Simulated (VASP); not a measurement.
# HfSi2B4 (Pm) in VASP: phonons with PBE

Aim: the phonons of HfSi2B4 with PBE.

Everything below comes from runs of VASP 6.6.1. Logs are shortened: lines on timing, memory, paths and dates and some standing lists are left out, and cuts for length are marked.

## 1. The crystal as given

The structure is monoclinic, space group Pm (No. 6). Conventional cell: a = 5.479 Å, b = 3.104 Å, c = 9.303 Å, α = 90.00°, β = 90.15°, γ = 90.00°. Hf (site symmetry m) has 12 B at 2.45 to 2.55 Å as nearest neighbours. Hf (site symmetry m) has 12 B at 2.45 to 2.56 Å as nearest neighbours. Si (site symmetry m) is surrounded by 1 B at 1.99 Å. Si (site symmetry m) has 1 B at 2.02 Å and 1 Si at 2.30 Å as nearest neighbours. Si (site symmetry m) has 1 B at 2.05 Å as nearest neighbours. Around Si (site symmetry m) lie 1 B at 2.01 Å. B (site symmetry m) is surrounded by 3 B at 1.78 to 1.81 Å. B (site symmetry m) is surrounded by 3 B at 1.81 to 1.87 Å.

The cell was built by a generator and needn't be a form met in nature.

## 2. Phonons, PBE

POSCAR

```
HfSi2B4
1.0
    5.4787120000      0.0000000000      0.0000000000
    0.0000000000      3.1037410000      0.0000000000
   -0.0246560000      0.0000000000      9.3026020000
Hf Si B
2 4 8
Direct
    0.9795550000      0.0000000000      0.9946360000
    0.4819550000      0.5000000000      0.9968530000
    0.1911440000      0.0000000000      0.3787240000
    0.7722040000      0.0000000000      0.3907590000
    0.7242270000      0.5000000000      0.5931880000
    0.3866720000      0.0000000000      0.6025190000
    0.1476890000      0.5000000000      0.8175030000
    0.6475440000      0.0000000000      0.8180600000
    0.3071570000      0.0000000000      0.8129000000
    0.8179820000      0.5000000000      0.8063900000
    0.3180110000      0.0000000000      0.1785970000
    0.8158190000      0.5000000000      0.1805040000
    0.1479730000      0.5000000000      0.1885490000
    0.6485410000      0.0000000000      0.1864570000
```

INCAR.step1

```
PREC = Accurate ; ENCUT = 520
EDIFF = 1E-8 ; ISMEAR = 0
SIGMA = 0.1 ; LREAL = False
LASPH = True ; NELM = 60
ALGO = Normal ; ISIF = 3
LWAVE = False ; LCHARG = False
GGA = PE ; KPAR = 8
IBRION = 2 ; NSW = 40
EDIFFG = -0.002
```

INCAR.step2

```
PREC = Accurate ; ENCUT = 520
EDIFF = 1E-8 ; ISMEAR = 0
SIGMA = 0.1 ; LREAL = False
LASPH = True ; NELM = 60
ALGO = Normal ; ISIF = 2
LWAVE = False ; LCHARG = False
GGA = PE ; KPAR = 8
IBRION = 6 ; NFREE = 2
POTIM = 0.015 ; NSW = 1
```

KPOINTS

```
regular mesh
0
Gamma
  4 7 4
```

Potentials or basis: VASP PAW PBE potentials, release 64 (Hf_pv, Si, B).

Started as:

```
$ cat potpaw_PBE.64/Hf_pv/POTCAR potpaw_PBE.64/Si/POTCAR potpaw_PBE.64/B/POTCAR > POTCAR
$ cp INCAR.step1 INCAR
$ mpirun -np 8 vasp_std > vasp.out
$ cp CONTCAR POSCAR
$ cp INCAR.step2 INCAR
$ mpirun -np 8 vasp_std > vasp.out
```

OUTCAR:

```text
PREC = Accurate
   ENCUT = 520
   EDIFF = 1E-8
   ISMEAR = 0
   LREAL = False
   LASPH = True
   NELM = 60
   ISIF = 2
   GGA = PE
   IBRION = 6
   NFREE = 2
   POTIM = 0.015
   NSW = 1

 ion  position               nearest neighbor table
   1  0.980  0.000  0.995-   7 2.45   7 2.45   8 2.45   9 2.47  12 2.49  12 2.49  10 2.50  10 2.50
                            11 2.52  14 2.55  13 2.55  13 2.55   2 3.14   2 3.14   2 3.16   2 3.16
   2  0.482  0.500  0.997-   8 2.45   8 2.45  11 2.47  11 2.47   7 2.47   9 2.50   9 2.50  12 2.50
                            14 2.52  14 2.52  13 2.56  10 2.56   1 3.14   1 3.14   1 3.16   1 3.16
   3  0.191  0.000  0.379-  11 1.99   4 2.30   6 2.34  13 2.36  13 2.36
   4  0.772  0.000  0.391-  14 2.02   3 2.30   5 2.46   5 2.46  12 2.51  12 2.51   6 2.89
   5  0.724  0.500  0.593-  10 2.05   6 2.42   6 2.42   4 2.46   4 2.46   8 2.64   8 2.64
   6  0.387  0.000  0.603-   9 2.01   3 2.34   5 2.42   5 2.42   8 2.46   4 2.89
   7  0.148  0.500  0.818-   9 1.78   9 1.78  10 1.81   1 2.45   1 2.45   2 2.47
   8  0.648  0.000  0.818-  10 1.81  10 1.81   9 1.87   1 2.45   2 2.45   2 2.45   6 2.46   5 2.64
                             5 2.64
   9  0.307  0.000  0.813-   7 1.78   7 1.78   8 1.87   6 2.01   1 2.47   2 2.50   2 2.50
  10  0.818  0.500  0.806-   7 1.81   8 1.81   8 1.81   5 2.05   1 2.50   1 2.50   2 2.56
  11  0.318  0.000  0.179-  14 1.81  13 1.81  13 1.81   3 1.99   2 2.47   2 2.47   1 2.52
  12  0.816  0.500  0.181-  14 1.80  14 1.80  13 1.82   1 2.49   1 2.49   2 2.50   4 2.51   4 2.51

  13  0.148  0.500  0.189-  11 1.81  11 1.81  12 1.82   3 2.36   3 2.36   1 2.55   1 2.55   2 2.56

  14  0.649  0.000  0.186-  12 1.80  12 1.80  11 1.81   4 2.02   2 2.52   2 2.52   1 2.55

  LATTYP: Found a simple monoclinic cell.
 ALAT       =     5.4787067235
 B/A-ratio  =     0.5665152910
 C/A-ratio  =     1.6979895144
 COS(beta)  =    -0.0026901914

  Lattice vectors:

 A1 = (   5.4787067224,   0.0000000000,  -0.0001090432)
 A2 = (   0.0000000000,   3.1037711338,   0.0000000000)
 A3 = (  -0.0248411225,   0.0000000000,   9.3027534024)

Analysis of symmetry for initial positions (statically):
=====================================================================
 Subroutine PRICEL returns:
 Original cell was already a primitive cell.

 Routine SETGRP: Setting up the symmetry group for a
 simple monoclinic supercell.

 Subroutine GETGRP returns: Found  2 space group operations
 (whereof  2 operations were pure point group operations)
 out of a pool of  4 trial point group operations.

The static configuration has the point symmetry C_1h.

Analysis of symmetry for dynamics (positions and initial velocities):
=====================================================================
 Subroutine PRICEL returns:
 Original cell was already a primitive cell.

 Routine SETGRP: Setting up the symmetry group for a
 simple monoclinic supercell.

 Subroutine GETGRP returns: Found  2 space group operations
 (whereof  2 operations were pure point group operations)
 out of a pool of  4 trial point group operations.

The dynamic configuration has the point symmetry C_1h.

 Subroutine INISYM returns: Found  2 space group operations
 (whereof  2 operations are pure point group operations),
 and found     1 'primitive' translations

----------------------------------------------------------------------------------------

                                     Primitive cell

  volume of cell :     158.1901

  direct lattice vectors                    reciprocal lattice vectors
     5.478706722  0.000000000 -0.000109043     0.182524837  0.000000000  0.000487396
     0.000000000  3.103771134  0.000000000     0.000000000  0.322188704  0.000000000
    -0.024841123  0.000000000  9.302753402     0.000002139  0.000000000  0.107495062

  length of vectors
     5.478706724  3.103771134  9.302786569     0.182525488  0.322188704  0.107495062

  position of ions in fractional coordinates (direct lattice)
     0.979555038  0.000000000  0.994638419
     0.481949946  0.500000000  0.996848318
     0.191153818  0.000000000  0.378728790
     0.772226801  0.000000000  0.390748625
     0.724215917  0.500000000  0.593194889
     0.386651303  0.000000000  0.602515738
     0.147681949  0.500000000  0.817510616
     0.647557121  0.000000000  0.818049742
     0.307162850  0.000000000  0.812908430
     0.817961448  0.500000000  0.806389506
[... 93 lines left out ...]
   EDIFF  = 0.1E-07   stopping-criterion for ELM
   LREAL  =      F    real-space projection
   EDIFFG = 0.1E-06   stopping-criterion for IOM
   NSW    =    205    number of steps for IOM
   IBRION =      6    ionic relax: 0-MD 1-quasi-New 2-CG
   NFREE  =      2    steps in history (QN), initial steepest desc. (CG)
   ISIF   =      2    stress and relaxation
   ISYM   =      2    0-nonsym 1-usesym 2-fastsym
   POTIM  = 0.0150    time-step for ionic-motion
   TEBEG  =    0.0;   TEEND  =   0.0 temperature during run
   PSTRESS=    0.0 pullay stress
   NELECT =      60.0000    total number of electrons
   NUPDOWN=      -1.0000    fix difference up-down
   EMIN   =  10.00;   EMAX   =-10.00  energy-range for DOS
   EFERMI =   0.00;   METHOD = LEGACY
   ISMEAR =     0;   SIGMA  =   0.10  broadening in eV -4-tet -1-fermi 0-gaus
   EFERMI_NEDOS =   21; number of points for ismear=-14 and -15
   IALGO  =     38    algorithm
   IMIX   =      4    mixing-type and parameters
     AMIX     =   0.40;   BMIX     =  1.00
     AMIX_MAG =   1.60;   BMIX_MAG =  1.00
  volume/ion in A,a.u.               =      11.30        76.25
  Fermi-wavevector in a.u.,A,eV,Ry     =   1.185038  2.239397 19.106857  1.404314
  Thomas-Fermi vector in A             =   2.321240
   LORBIT       =      0    0 simple, 1 ext, 2 COOP (PROOUT), +10 PAW based schemes
   GGA     = PE    functional components
   LHFCALC =     F    Hartree Fock is set to
   AEXX    =    0.0000 exact exchange contribution
   IVDW    =     0    specifies the selected vdW correction
   LEPSILON=     F    determine dielectric tensor
   LRPA    =     F    only Hartree local field effects (RPA)
 finite differences with symmetry
 non-spin polarized calculation
 Gauss-broadening in eV      SIGMA  =   0.10
  energy-cutoff  :      520.00
  volume of cell :      158.19
 maximum number of plane-waves:      4284
 NGX is ok and might be reduce to    42
   NGX = 21   NGY = 11   NGZ = 35

--------------------------------------- Ionic step        1  -------------------------------------------

 number of electron      60.0000001 magnetization

 Free energy of the ion-electron system (eV)
  ---------------------------------------------------
  ext. energy  EPLUGINS =         0.00000000
  ---------------------------------------------------
  free energy    TOTEN  =       -97.55149335 eV

  energy without entropy =      -97.54036334  energy(sigma->0) =      -97.54592834

------------------------ aborting loop because EDIFF is reached ----------------------------------------

  FORCE on cell =-STRESS in cart. coord.  units (eV):
  Direction    XX          YY          ZZ          XY          YZ          ZX
  --------------------------------------------------------------------------------------
  -------------------------------------------------------------------------------------
  Total        0.0003627     -0.0038569     -0.0005000      0.0000000      0.0000000      0.0013517
  in kB        0.0036737     -0.0390633     -0.0050643      0.0000000      0.0000000      0.0136905
  external PRESSURE =      -0.0134846 kB  Pullay stress =       0.0000000 kB
[... 125 lines left out ...]
  FREE ENERGIE OF THE ION-ELECTRON SYSTEM (eV)
  ---------------------------------------------------
  free  energy   TOTEN  =       -97.5492611491 eV

  energy  without entropy=      -97.5382339461  energy(sigma->0) =      -97.54374755

[... ionic steps 4 to 82 ...]

--------------------------------------- Ionic step       83  -------------------------------------------

 number of electron      60.0000001 magnetization

------------------------ aborting loop because EDIFF is reached ----------------------------------------
[... 91 lines left out ...]
--------------------------------------- Ionic step       85  -------------------------------------------

 number of electron      60.0000001 magnetization

 Free energy of the ion-electron system (eV)
  ---------------------------------------------------
  ext. energy  EPLUGINS =         0.00000000
  ---------------------------------------------------
  free energy    TOTEN  =       -97.55002296 eV

  energy without entropy =      -97.53853965  energy(sigma->0) =      -97.54428131

 E-fermi :   7.3285     XC(G=0): -11.3751

 val. band max:        7.3143460427   @ k =   0.5000   0.1429   0.0000
 cond. band min:       7.3289403325   @ k =   0.2500   0.2857   0.2500
 fundamental gap:      0.0145942898
 Fermi energy:         7.3284779139

 k-point     1 :       0.0000    0.0000    0.0000
  band No.  band energies     occupation
      1     -23.3439      2.00000
      2     -23.1631      2.00000
      3     -23.0109      2.00000
      4     -22.7276      2.00000
      5     -22.5977      2.00000
      6     -22.5568      2.00000
[... 973 lines left out ...]
     37      10.7347      0.00000
     38      10.9729      0.00000

 [... further k-points ...]

------------------------ aborting loop because EDIFF is reached ----------------------------------------

  FORCE on cell =-STRESS in cart. coord.  units (eV):
  Direction    XX          YY          ZZ          XY          YZ          ZX
  --------------------------------------------------------------------------------------
  -------------------------------------------------------------------------------------
  Total       -0.0043103      0.0235268     -0.0246544      0.0000000      0.0000000     -0.0576370
  in kB       -0.0436555      0.2382834     -0.2497044      0.0000000      0.0000000     -0.5837582
  external PRESSURE =      -0.0183588 kB  Pullay stress =       0.0000000 kB
[... 29 lines left out ...]
  FREE ENERGIE OF THE ION-ELECTRON SYSTEM (eV)
  ---------------------------------------------------
  free  energy   TOTEN  =       -97.5500229625 eV

  energy  without entropy=      -97.5385396480  energy(sigma->0) =      -97.54428131

 INTERNAL STRAIN TENSORS FROM DISPLACED ATOMS
 ============================================

 INTERNAL STRAIN TENSOR FOR ION    1 for displacements in x,y,z  (eV/Angst):
          X           Y           Z          XY          YZ          ZX
  --------------------------------------------------------------------------------
  x    -1.23409    -0.04975     0.17703     0.00000     0.00000    -3.40921
  y     0.00000     0.00000     0.00000     0.66349    -2.79453     0.00000
  z    -0.83331    -0.33530    -1.84149     0.00000     0.00000     0.69593
[... 8 lines left out ...]
 INTERNAL STRAIN TENSOR FOR ION   14 for displacements in x,y,z  (eV/Angst):
          X           Y           Z          XY          YZ          ZX
  --------------------------------------------------------------------------------
  x    -0.03529    -0.05688     5.75916     0.00000     0.00000    -2.79097
  y     0.00000     0.00000     0.00000     0.79195    -5.70826     0.00000
  z     0.38104    -1.79492     2.15049     0.00000     0.00000     4.12696

 Eigenvectors and eigenvalues of the dynamical matrix
   1 f  =   25.749081 THz   161.786248 2PiTHz  858.896894 cm-1   106.489595 meV
   2 f  =   25.134475 THz   157.924563 2PiTHz  838.395834 cm-1   103.947789 meV
   3 f  =   24.648790 THz   154.872912 2PiTHz  822.195118 cm-1   101.939157 meV
   4 f  =   24.321393 THz   152.815820 2PiTHz  811.274351 cm-1   100.585155 meV
   5 f  =   23.004407 THz   144.540953 2PiTHz  767.344424 cm-1    95.138540 meV
   6 f  =   22.659276 THz   142.372431 2PiTHz  755.832094 cm-1    93.711194 meV
[... 31 lines left out ...]
  38 f  =    3.185307 THz    20.013873 2PiTHz  106.250400 cm-1    13.173365 meV
  39 f  =    1.724306 THz    10.834133 2PiTHz   57.516651 cm-1     7.131153 meV
  40 f/i=    0.001060 THz     0.006658 2PiTHz    0.035347 cm-1     0.004382 meV
  41 f/i=    0.001840 THz     0.011558 2PiTHz    0.061361 cm-1     0.007608 meV
  42 f/i=    0.002288 THz     0.014377 2PiTHz    0.076326 cm-1     0.009463 meV

 ELASTIC MODULI CONTR FROM IONIC RELAXATION (kBar)
 Direction    XX          YY          ZZ          XY          YZ          ZX
 --------------------------------------------------------------------------------
 XX        -750.1560   -285.0451    180.9670     -0.0000      0.0000     84.0074
 YY        -285.0451   -298.5800    -76.6174      0.0000      0.0000     70.9501
 ZZ         180.9670    -76.6174   -818.8177      0.0000     -0.0000     65.8052
 XY          -0.0000      0.0000      0.0000   -116.8383     11.4631     -0.0000
 YZ           0.0000      0.0000     -0.0000     11.4631   -708.7722     -0.0000
 ZX          84.0074     70.9501     65.8052     -0.0000     -0.0000   -703.7719
 --------------------------------------------------------------------------------
```

It took 25 min on 8 MPI ranks of AMD EPYC 9R45 (Zen 5), shared host; peak memory 0.65 GiB.

Results:

| Item | Value |
| --- | --- |
| Highest phonon frequency at Γ, LO-TO splitting left out | 859 cm⁻¹ |

Phonon frequencies in cm⁻¹ (negative: imaginary):
| q point | frequencies |
| --- | --- |
| (0.000, 0.000, 0.000) | 0 0 0 58 106 119 135 142 159 167 193 211 254 300 309 316 320 329 335 337 352 373 405 441 444 445 455 477 599 608 635 639 685 696 738 741 756 767 811 822 838 859 |
